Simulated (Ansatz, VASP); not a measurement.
# Cross-check of Sb (Antimony) between VASP and Ansatz

One calculation is typed for both programs; each brings its own data sets. How far apart do they land? Of the first pair: The structure shown is the start of the Ansatz relaxation below; VASP solves that cell, so the two are compared at the walk's first step.

Program: Ansatz 0.2.0. Level of theory: plane waves, with VASP 6.6.1 beside it; single point at LDA and zone-centre phonons at LDA. Results are calculated unless marked as measured.

### Step 1. The starting structure

The structure is trigonal, space group R-3m (No. 166). The conventional cell has a = 4.269 Å, b = 4.269 Å, c = 10.924 Å, α = 90.00°, β = 90.00°, γ = 120.00°. Nearest to Sb lie 3 Sb at 2.89 Å.

Structure file:

```cif
data_structure
_symmetry_space_group_name_H-M 'P 1'
_symmetry_Int_Tables_number 1
_cell_length_a 4.3971
_cell_length_b 4.3971
_cell_length_c 4.3971
_cell_angle_alpha 58.077
_cell_angle_beta 58.077
_cell_angle_gamma 58.077
_cell_volume 57.46
loop_
_atom_site_label
_atom_site_type_symbol
_atom_site_fract_x
_atom_site_fract_y
_atom_site_fract_z
_atom_site_occupancy
Sb1 Sb 0.23571 0.23571 0.23571 1
Sb2 Sb 0.76429 0.76429 0.76429 1
```

### Step 2. Ansatz: relaxation, LDA

Ansatz runs on its default PAW (the set named soft_2) files.

The two programs are compared at the cell with which this relaxation starts, whose forces are those of its first step.

input.yaml reads:

```yaml
crystal:
  lattice:
    - [2.1343290896, 1.2322554744, 3.6414901452]
    - [-2.1343290896, 1.2322554744, 3.6414901452]
    - [0.0, -2.4645109488, 3.6414901452]
  atoms:
    - { symbol: Sb, position: [0.2357113837, 0.2357113837, 0.2357113837] }
    - { symbol: Sb, position: [0.7642886163, 0.7642886163, 0.7642886163] }
kpoints:
  mp_grid: { grid: [6, 6, 6] }
hamiltonian:
  xc: lda
scf:
  occupations: { method: gaussian, width: 0.1 }
output:
  forces: true
  stress: true
  eigenvalues: true
basis:
  ecutwfc: 260.0
relax:
  adjacent_minimum: "off"
  f_tol: 0.001
  max_steps: 60
  cell: { stress_tol: 0.01, fix: [volume] }
```

On the command line:

```console
> ansatz run input.yaml --threads 8 --pin off --max-ram 14336MiB --backend cpu --events-out ev --progress --plain --runs-dir out
```

Numbers of over 12 decimals in the logs are rounded to 6 here.

Log:

```text
Warning: basis.ecutwfc = 260 eV is below the records' recommended 420 eV, and the density's cutoff is lower with it unless basis.ecutrho_ratio is high enough to keep the records' density cutoff: compare with a run at a higher cutoff
Engine: ansatz 0.2.0, x86_64-unknown-linux-gnu
Pseudopotentials: kind: paw
Pseudopotential: Sb, paw, valence charge 15, recommended cutoff 420 eV (normal), Sb.paw.azcp
Functional definition: SPW92
  exchange = slater_x
  correlation = pw_c
Crystal: 2 atoms, lattice volume = 57.464 Å³
Basis set: ecut = 260 eV, 549 PW (Γ)
Bands: 19, of which v1, the nominal top of the filled ones, is band 15 counted from 1 (14 counted from 0)
Symmetry: 12 space group operations
Space group: R-3m (ITA 166), of the structure as read, at distance tolerance 3.9e-5 Å
k-points: 32 of 216
Non-local potential: Sb, projectors of the file, l = 0: 2, l = 1: 2, l = 2: 2, l = 3: 2
PAW form: soft (Blöchl's): semilocal exchange-correlation on the pseudo side does not see the compensation charge
PAW frozen core: Sb, regenerated for the run's functional, and the local potential with it (the file was generated under x = pbe(κ = 0.804, μ = 0.219515), c = pbe(β = 0.066725))
PAW one-centre angular grid: Sb, 590 points (default); XC on 64 Gauss nodes
Initial density: superposition of atomic densities (neutral atoms: chi_scale 0, normalization atom), corrected by the library's trained network
Initial wavefunctions: pseudopotential atomic-orbital guess
Functional: x = slater, c = lda
SCF iter   1: F=—  HF=-12670.350398 eV  |F-HF|=—  |Δ(HF+E_count)|=         —  Δρ=1.76e-2  dr2=6.37e-2  ethr=1.77e-3  ⟨swp⟩=5.9  Hψ=2967  notcnv=0
preconditioner: auto → none  [insulator: Δε(μ)=0.189 eV  Ē_g=8.931 eV  σ=0.100 eV  W_gap=0.78  n_scr=14 (ndim 8)  ℏωp=15.5 eV  f_vac=0.001  D(μ)=0.24/eV (n_scr^D=0)  ε∞_Penn≈4.0]
SCF iter   2: F=—  HF=-12670.309559 eV  |F-HF|=—  |Δ(HF+E_count)|=   4.08e-2  Δρ=5.55e-3  dr2=5.85e-3  ethr=2.12e-4  ⟨swp⟩=2.0  Hψ=1447  notcnv=0
SCF iter   3: F=—  HF=-12670.306868 eV  |F-HF|=—  |Δ(HF+E_count)|=   2.69e-3  Δρ=1.20e-3  dr2=2.85e-4  ethr=1.95e-5  ⟨swp⟩=2.0  Hψ=1091  notcnv=0
SCF iter   4: F=—  HF=-12670.306794 eV  |F-HF|=—  |Δ(HF+E_count)|=   7.40e-5  Δρ=1.75e-4  dr2=1.90e-5  ethr=9.49e-7  ⟨swp⟩=3.0  Hψ=1105  notcnv=0
SCF iter   5: F=—  HF=-12670.306786 eV  |F-HF|=—  |Δ(HF+E_count)|=   7.72e-6  Δρ=4.97e-5  dr2=1.21e-6  ethr=6.33e-8  ⟨swp⟩=2.0  Hψ=1091  notcnv=0
SCF iter   6: F=-12670.306786 eV  HF=-12670.306786 eV  |F-HF|=1.20e-9  |Δ(HF+E_count)|=   1.04e-7  Δρ=8.97e-6  dr2=2.88e-8  ethr=3.33e-10  ⟨swp⟩=6.1  Hψ=2688  notcnv=0
SCF 1 converged in 6 iterations: F = -12670.306786 eV  dr2 = 2.88e-8
  greatest PAW one-centre occupation: 1.007 electrons in one spin orbital (limit 2), on the Sb atom at site 1 (counted from 0), in its partial waves of l = 2
relax step   1: F+E_penalty+E_count = -12670.30678639 eV  Δ(F+E_penalty+E_count) = +0.000e0 eV  max|allowed force component| = 6.619e-2 eV/Å  Δτ_max = 0.0000 Å  P = +1.007 GPa  Ω = 57.464 Å³  fix = [volume]  reactions: volume +1.007 GPa  (6 SCF iters, dr2 threshold 1.00e-7 eV, accepted)
[...]
relax step  32: F+E_penalty+E_count = -12670.30458127 eV  Δ(F+E_penalty+E_count) = +5.829e-6 eV  max|allowed force component| = 1.536e-5 eV/Å  Δτ_max = 0.0000 Å  P = +0.792 GPa  Ω = 57.464 Å³  energy of the carried Pulay correction = -5.941e-6 eV  fix = [volume]  reactions: volume +0.792 GPa  (6 SCF iters, dr2 threshold 3.02e-10 eV, accepted)
[...]
relax step  33: F+E_penalty+E_count = -12670.30458127 eV  Δ(F+E_penalty+E_count) = +5.457e-12 eV  max|allowed force component| = 1.531e-5 eV/Å  Δτ_max = 0.0000 Å  P = +0.791 GPa  Ω = 57.464 Å³  fix = [volume]  reactions: volume +0.791 GPa  stress off target by 9.36e-3 GPa on what of the cell is left free  SCF on the basis re-selected at this cell (its energy is not comparable with the rows above)  (12 SCF iters)
basis re-selected at this cell: Δ(F+E_penalty+E_count) = +5.457e-12 eV, ΔP = -0.000 GPa vs the last step (what re-selecting the basis moved, of the pressure what is left beyond the Pulay correction that the steps carried, after the strain that the cell walked since its last selection, with what the two solves' SCF thresholds leave and, on support functions, any second-order correction that the steps lacked; it is no  [...]
SCF converged after 12 iterations
Free energy (F): -12670.304581 eV
Harris-Foulkes:  -12670.304581 eV  (|F-HF|=3.64e-12)
Internal energy: -12670.303476 eV  (E = F + TS)
E sigma→0 (E₀):  -12670.304028 eV
Entropy (-TS):   -0.001106 eV (-0.553 meV/atom)
Fermi energy:    10.534422 eV
--- Per-component energies (eV) ---
  E_band       = -329.970006
  E_kinetic    = 426.314246
  E_local      = -3112.619848  (includes V_loc(G=0)·N_el)
  E_nonlocal   = 725.398989
  E_hartree    = 1408.800876
  E_xc         = -277.871849
  E_vxc        = -197.294268  (∫ρ·V_xc dr)
  E_paw        = -8851.015362  (= ΣΔE_a)
  E_vpaw       = -989.370846  (= ΣTr[D̂ρ^β])
  E_aug_tail   = -0.000030  (compensation charges beyond the density's cutoff)
  E_ewald      = -2990.428145
  E_core_change = 1.117647  (= ΣΔE_core)
  E_smearing   = -0.001106  (= −TS)
  E_closure    = -0.000000  (closes the sum)
  Σ components = -12670.304581   (vs F -12670.304581, Δ=0.00e0)
--- Forces (eV/Å), atoms counted from 1 ---
  atom   1  Sb     0.00000000    -0.00000000    -0.00001531
  atom   2  Sb    -0.00000000     0.00000000     0.00001531
  max |Σ_I F_I| component: 2.78e-17 eV/Å
--- Stress (GPa, compression-positive) ---
        0.796045       0.000000       0.000000
        0.000000       0.796045       0.000000
        0.000000       0.000000       0.782006
  P = ⅓ Tr σ = 0.7914 GPa (7.914 kbar)
--- Band table (eV; the first three rows and the last of 32) ---
  k-point 0: bands = [... 11 lower, 5.7782, 8.4862, 8.6237, 8.6237, 12.9268, 13.4081, 13.4081, 15.5115]
  k-point 1: bands = [... 11 lower, 4.4565, 8.5391, 8.6078, 9.2185, 12.4238, 12.5782, 12.6207, 15.0590]
  k-point 2: bands = [... 11 lower, 2.2717, 8.6483, 8.7035, 9.7589, 11.1448, 11.2985, 11.3647, 16.3671]
  k-point 31: bands = [... 11 lower, 1.0833, 9.2256, 9.2256, 10.0410, 10.3808, 10.3808, 11.4130, 17.9937]
--- Relaxed structure (18 steps of the walk, 18 accepted, 15 SCFs on fresh bases) ---
  F+E_penalty+E_count = -12670.30458127 eV   max|allowed force component| = 1.531e-5 eV/Å   (the final SCF, on the basis selected at the relaxed cell)
  cell:  # Å, volume = 57.4636 Å³
    - [2.138552, 1.234693, 3.627125]
    - [-2.138552, 1.234693, 3.627125]
    - [0, -2.469387, 3.627125]
  atoms:
    - { symbol: Sb, position: [0.236342, 0.236342, 0.236342] }
    - { symbol: Sb, position: [0.763658, 0.763658, 0.763658] }
```

In the SCF lines HF is the Harris–Foulkes energy and dr2 the Hartree energy of the density residual, in eV; the loop may stop once dr2 is under the threshold and the program's other checks hold. Hψ counts applications of the Hamiltonian.

### Step 3. VASP: single point, LDA, start cell, pair 1

The same cell, functional (in two slightly different forms), mesh and smearing now go to VASP, with its own data sets.

Lines of VASP's logs that name or quote its potential files are left out, and so is its time.

INCAR reads:

```
SYSTEM = Sb
PREC = Accurate
ENCUT = 400
EDIFF = 1E-06
NELM = 120
ISMEAR = 0
SIGMA = 0.1
LREAL = .FALSE.
ALGO = Normal
GGA = CA
NBANDS = 11
LORBIT = 11
LWAVE = .FALSE.
LCHARG = .FALSE.
ISIF = 2
LASPH = .TRUE.
GGA_COMPAT = .FALSE.
KPAR = 2
```

POSCAR reads:

```
Sb
1.0
    2.1343290000      1.2322550000      3.6414900000
   -2.1343290000      1.2322550000      3.6414900000
    0.0000000000     -2.4645110000      3.6414900000
Sb
2
Direct
    0.2357114211      0.2357114211      0.2357113254
    0.7642887142      0.7642887142      0.7642884041
```

KPOINTS reads:

```
Automatic mesh
0
Gamma
6 6 6
0 0 0
```

The projector-augmented-wave data sets are Sb (LDA family, release 64).

On the command line:

```console
> mpirun -np 2 vasp_std
```

Log:

```text
[banner, memory and clock lines left out]
running    2 mpi-ranks, on    1 nodes
 distrk:  each k-point on    1 cores,    2 groups
 distr:  one band on    1 cores,    1 groups

 POSCAR found type information on POSCAR Sb
 POSCAR found :  1 types and       2 ions
 LDA part: xc-table for (Slater(with rela. corr.)+CA(PZ))
 , standard interpolation
 POSCAR, INCAR and KPOINTS ok, starting setup
 FFT: planning ... GRIDC
 FFT: planning ... GRID_SOFT
 FFT: planning ... GRID
 WAVECAR not read
 entering main loop
       N       E                     dE             d eps       ncg     rms          rms(c)
DAV:   1     0.309516828046E+02    0.30952E+02   -0.31541E+03   704   0.588E+02
DAV:   2    -0.794732793804E+01   -0.38899E+02   -0.37333E+02   978   0.105E+02
DAV:   3    -0.964657673471E+01   -0.16992E+01   -0.16915E+01   819   0.253E+01
DAV:   4    -0.966049446046E+01   -0.13918E-01   -0.13916E-01   820   0.286E+00
DAV:   5    -0.966066617057E+01   -0.17171E-03   -0.17171E-03   794   0.333E-01    0.334E+00
DAV:   6    -0.964420114708E+01    0.16465E-01   -0.33561E-03   812   0.321E-01    0.199E+00
DAV:   7    -0.963494009030E+01    0.92611E-02   -0.73773E-03   758   0.474E-01    0.516E-02
DAV:   8    -0.963495961305E+01   -0.19523E-04   -0.19549E-04   800   0.997E-02    0.107E-02
DAV:   9    -0.963496189262E+01   -0.22796E-05   -0.55022E-06   809   0.165E-02    0.518E-03
DAV:  10    -0.963496183170E+01    0.60919E-07   -0.50862E-07   490   0.396E-03
   1 F= -.96349618E+01 E0= -.96343850E+01  d E =-.115363E-02
```

OUTCAR, selected parts (step 3):

```text
ion  position               nearest neighbor table
   1  0.236  0.236  0.236-   2 2.89   2 2.89   2 2.89   2 3.26   2 3.26   2 3.26
   2  0.764  0.764  0.764-   1 2.89   1 2.89   1 2.89   1 3.26   1 3.26   1 3.26

  LATTYP: Found a trigonal (rhomboedric) cell.
 ALAT       =     4.3970742643
 COS(alpha) =     0.5287784700

 Subroutine GETGRP returns: Found 12 space group operations
 (whereof 12 operations were pure point group operations)

The static configuration has the point symmetry D_3d.

 Found     32 irreducible k-points:

   k-points           NKPTS =     32   k-points in BZ     NKDIM =     32   number of bands    NBANDS=     11

   dimension x,y,z NGX =    30 NGY =   30 NGZ =   30
   dimension x,y,z NGXF=    60 NGYF=   60 NGZF=   60

   ENCUT  =  400.0 eV  29.40 Ry    5.42 a.u.   7.17  7.17  7.17*2*pi/ulx,y,z

   NELECT =      10.0000    total number of electrons

 k-points in reciprocal lattice and weights: Automatic mesh
   0.00000000  0.00000000  0.00000000       0.005
   0.16666667  0.00000000 -0.00000000       0.028
   0.33333333 -0.00000000 -0.00000000       0.028
   0.50000000  0.00000000 -0.00000000       0.014
   0.16666667  0.16666667 -0.00000000       0.028
   0.33333333  0.16666667 -0.00000000       0.056
   0.50000000  0.16666667  0.00000000       0.056
  -0.33333333  0.16666667  0.00000000       0.056
  -0.16666667  0.16666667  0.00000000       0.028
[...]
-0.33333333  0.50000000  0.33333333       0.028
   0.50000000  0.50000000  0.50000000       0.005

 average (electrostatic) potential at core
       1 -86.1687       2 -86.1687

 E-fermi :   7.8112

 k-point     1 :       0.0000    0.0000    0.0000
  band No.  band energies     occupation
      1      -5.3077      2.00000
      2       3.1599      2.00000
      3       5.6932      2.00000
      4       5.8595      2.00000
      5       5.8595      2.00000
      6      10.0751      0.00000
      7      10.6035      0.00000
      8      10.6035      0.00000
      9      12.6762      0.00000
     10      12.6762      0.00000
    ...

 k-point     2 :       0.1667    0.0000   -0.0000
  band No.  band energies     occupation
      1      -4.9890      2.00000
      2       1.7947      2.00000
      3       5.7394      2.00000
      4       5.8302      2.00000
      5       6.4755      2.00000
      6       9.6339      0.00000
      7       9.8053      0.00000
      8       9.8399      0.00000
      9      12.2245      0.00000
     10      12.7995      0.00000
    ...

 k-point     3 :       0.3333   -0.0000   -0.0000
  band No.  band energies     occupation
      1      -4.0490      2.00000
      2      -0.4205      2.00000
      3       5.8452      2.00000
      4       5.8897      2.00000
      5       7.0148      2.00000
      6       8.3960      0.00000
      7       8.5692      0.00000
      8       8.6030      0.00000
      9      13.5025      0.00000
     10      14.2278      0.00000
    ...

  Total        0.5029060      0.5029059      0.4790733     -0.0000000     -0.0000000      0.0000000
  in kB       14.0218389     14.0218368     13.3573440     -0.0000000     -0.0000012      0.0000000
  external PRESSURE =      13.8003399 kB  Pullay stress =       0.0000000 kB

  energy-cutoff  :      400.00
  volume of cell :       57.46
      direct lattice vectors                 reciprocal lattice vectors
     2.134329000  1.232255000  3.641490000     0.234265664  0.135253354  0.091537634
    -2.134329000  1.232255000  3.641490000    -0.234265664  0.135253354  0.091537634
     0.000000000 -2.464511000  3.641490000     0.000000000 -0.270506708  0.091537597

 POSITION                                       TOTAL-FORCE (eV/Angst)
 -----------------------------------------------------------------------------------
      0.00000      0.00000      2.57502         0.000000     -0.000000      0.019353
      0.00000     -0.00000      8.34945         0.000000      0.000000     -0.019353
 -----------------------------------------------------------------------------------
    total drift:                                0.000000     -0.000173     -0.000000

  FREE ENERGIE OF THE ION-ELECTRON SYSTEM (eV)
  ---------------------------------------------------
  free  energy   TOTEN  =        -9.6349618317 eV

  energy  without entropy=       -9.6338081995  energy(sigma->0) =       -9.63438502

 total charge
# of ion       s       p       d       tot
------------------------------------------
    1        1.222   1.175   0.043   2.440
    2        1.222   1.175   0.043   2.440
--------------------------------------------------
tot          2.445   2.351   0.085   4.881

[... 3 further parts left out ...]
```

The run ends at a pressure of 1.38 GPa, with forces up to 0.019 eV/Å.

### Step 4. Differences

Known differences besides the potentials themselves: the two LDA forms differ slightly; the data sets hold 30 valence electrons in Ansatz (on its default PAW (the set named soft_2) files) and 10 in VASP; the cutoff is 260 eV in Ansatz and 400 eV in VASP; VASP's log shows a relativistic correction to its local exchange, Ansatz's none; Ansatz's log warns that its cutoff lies below the recommended one. Total energies have different zeros and are not compared.

At this near-relaxed geometry the largest component of a force difference is 47 meV/Å.

### Step 5. What the set-up changes

Further runs change the set-up of one program: Ansatz's method, potentials or start, or VASP's data sets, cutoff or form of LDA. The table gives that difference for each run.

```csv
run,r.m.s. force difference (meV/Å)
as above,27
VASP with a cutoff of 500 eV (perhaps on Ansatz's relaxed cell),26
```

### Step 6. Ansatz: relaxation, LDA

The two programs are compared at the cell with which this relaxation starts, whose forces are those of its first step. The cell compared in this pair holds 59.21 Å³, against 57.46 Å³ for the pair before.

The structure compared here is the start of the Ansatz relaxation; VASP solves that cell, so the two are compared at the walk's first step.

input.yaml, the sections that differ from step 2:

```yaml
crystal:
  lattice:
    - [2.1557810706, 1.2446407814, 3.6780904886]
    - [-2.1557810706, 1.2446407814, 3.6780904886]
    - [0.0, -2.4892815628, 3.6780904886]
  atoms:
    - { symbol: Sb, position: [0.2357113837, 0.2357113837, 0.2357113837] }
    - { symbol: Sb, position: [0.7642886163, 0.7642886163, 0.7642886163] }
# kpoints, hamiltonian, scf, output, basis, relax: as in step 2
```

On the command line:

```console
> ansatz run input.yaml --threads 8 --pin off --max-ram 14336MiB --backend cpu --events-out ev --progress --plain --runs-dir out
```

Log:

```text
[...]
Crystal: 2 atoms, lattice volume = 59.214 Å³
Basis set: ecut = 260 eV, 549 PW (Γ)
Bands: 19, of which v1, the nominal top of the filled ones, is band 15 counted from 1 (14 counted from 0)
Symmetry: 12 space group operations
[...]
k-points: 32 of 216
[...]
k-point 31: bands = [... 11 lower, 0.8289, 8.7721, 8.7721, 9.5240, 10.0484, 10.0484, 11.0157, 17.2946]
--- Relaxed structure (24 steps of the walk, 24 accepted, 18 SCFs on fresh bases) ---
[...]
cell:  # Å, volume = 59.2137 Å³
    - [2.152022, 1.242471, 3.690950]
    - [-2.152022, 1.242471, 3.690950]
    - [0, -2.484941, 3.690950]
  atoms:
    - { symbol: Sb, position: [0.234994, 0.234994, 0.234994] }
    - { symbol: Sb, position: [0.765006, 0.765006, 0.765006] }
[key lines of the parts left out:]
SCF converged after 6 iterations
Free energy (F): -12670.302174 eV
Fermi energy:    10.053468 eV
P = ⅓ Tr σ = -0.6490 GPa (-6.490 kbar)
```

### Step 7. VASP: single point, LDA, start cell, pair 2

The same cell, functional (in two slightly different forms), mesh and smearing now go to VASP, with its own data sets.

INCAR is that of step 3.

POSCAR reads:

```
Sb
1.0
    2.1557810000      1.2446410000      3.6780900000
   -2.1557810000      1.2446410000      3.6780900000
    0.0000000000     -2.4892820000      3.6780900000
Sb
2
Direct
    0.2357113792      0.2357113792      0.2357113792
    0.7642887114      0.7642887114      0.7642887114
```

KPOINTS is that of step 3.

On the command line:

```console
> mpirun -np 2 vasp_std
```

Log:

```text
[... set-up lines as in an earlier step ...]
 entering main loop
       N       E                     dE             d eps       ncg     rms          rms(c)
DAV:   1     0.319506037629E+02    0.31951E+02   -0.31291E+03   704   0.588E+02
DAV:   2    -0.785941951951E+01   -0.39810E+02   -0.38660E+02   966   0.103E+02
DAV:   3    -0.964612757765E+01   -0.17867E+01   -0.17781E+01   853   0.258E+01
DAV:   4    -0.966227355536E+01   -0.16146E-01   -0.16130E-01   811   0.293E+00
[...]
DAV:   8    -0.963935863722E+01   -0.27552E-04   -0.17283E-04   791   0.934E-02    0.104E-02
DAV:   9    -0.963936087127E+01   -0.22341E-05   -0.44318E-06   812   0.149E-02    0.405E-03
DAV:  10    -0.963936086172E+01    0.95526E-08   -0.32009E-07   475   0.325E-03
   1 F= -.96393609E+01 E0= -.96385238E+01  d E =-.167406E-02
```

Parts of OUTCAR (step 7):

```text
  Total       -0.2233625     -0.2233626     -0.1487679      0.0000000     -0.0000000      0.0000000
  in kB       -6.0436379     -6.0436404     -4.0252939      0.0000000     -0.0000000      0.0000000
  external PRESSURE =      -5.3708574 kB  Pullay stress =       0.0000000 kB

 POSITION                                       TOTAL-FORCE (eV/Angst)
 -----------------------------------------------------------------------------------
      0.00000      0.00000      2.60090         0.000000      0.000000     -0.122096
      0.00000      0.00000      8.43337         0.000000     -0.000000      0.122096
 -----------------------------------------------------------------------------------
    total drift:                               -0.000000     -0.000000     -0.000177

  FREE ENERGIE OF THE ION-ELECTRON SYSTEM (eV)
  ---------------------------------------------------
  free  energy   TOTEN  =        -9.6393608617 eV

  energy  without entropy=       -9.6376868051  energy(sigma->0) =       -9.63852383

[... 1 part as in an earlier step ...]

[... 2 further parts left out ...]
[key lines of the parts left out:]
E-fermi :   7.3680
```

The run ends at a pressure of -0.54 GPa, with forces up to 0.12 eV/Å.

[end of part 1 of 2]

[Lines on the potential files, build, host, timing and source positions are cut from VASP's logs without a mark.]

[Logs are printed without paths, hosts, clocks, repeated set-up lines and the standing remarks that a program may print on its own settings, such as how far it seeks lower states.]

[Hosts, paths, dates, database ids (printed as entryN), source tags and the programs' standing remarks are cut or masked in the printed files.]

[Rows of further runs with another cutoff or data set may stand on the cell that Ansatz relaxed, not on the start cell of the pair above them.]
